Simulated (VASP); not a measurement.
Input:

```
NaH
1.0
    0.00000     2.42002     2.42002
    2.42002     0.00000     2.42002
    2.42002     2.42002     0.00000
Na H
1 1
Direct
  0.00000   0.00000   0.00000
  0.50000   0.50000   0.50000
```

These are PBEsol GGA, VASP's PBE PAW potentials (set 64) (plane waves; VASP) values and carry that method's errors. Settings: 520 eV cut-off, 10×10×10 Γ-centred mesh, Gaussian smearing of 0.050 eV, potentials Na_pv H.

**Question.** What does the run give for the energy per atom (σ→0)?

**Answer.** 
```yaml
energy per atom (σ→0): -2.542 eV/atom
```

The absolute energy has meaning only against runs of the same code, potentials and settings.

The compound is NaH in the rock salt structure. This cell is one point of a volume scan, at 1.03 of the reference volume.
